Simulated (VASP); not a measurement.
In2Te2O, 5 atoms in the cell. Symmetry: P-3m1, No. 164, trigonal system. The conventional cell has a = 4.434 Å, b = 4.434 Å, c = 10.393 Å, α = 90.00°, β = 90.00°, γ = 120.00°. In (site symmetry 3m) has 1 O at 1.97 Å as nearest neighbours. Te (site symmetry 3m) is surrounded by 3 In at 2.87 Å. O (site symmetry -3m) is surrounded by 2 In at 1.97 Å. The cell was built by a generator and needn't be a form met in nature.

- Program: VASP 6.6.1
- Task: band structure
- Functional: PBE
- Potentials or basis: VASP PAW PBE potentials, release 64 (In_d, Te, O)
- Cutoff: 520 eV
- k mesh: 6 × 6 × 4
- Occupations: gaussian, width 0.03 eV
- Spin: spin-orbit coupling, no magnetisation
- Further INCAR settings: ALGO = Normal; EDIFF = 1e-06

Potentials or basis: VASP PAW PBE potentials, release 64 (In_d, Te, O).

Command:

```bash
$ cat potpaw_PBE.64/In_d/POTCAR potpaw_PBE.64/Te/POTCAR potpaw_PBE.64/O/POTCAR > POTCAR
$ mpirun -np 8 vasp_ncl > vasp.out
```

Hardware: 8 MPI ranks on Intel(R) Xeon(R) Platinum 8488C (Sapphire Rapids) (shared host).

How long does it take, and how much memory?

Run time: 6.4 min on 8 MPI ranks on Intel(R) Xeon(R) Platinum 8488C (Sapphire Rapids), with other jobs on the host, peak memory 1 GiB a rank. Counts: scf iterations 98, k points 24.
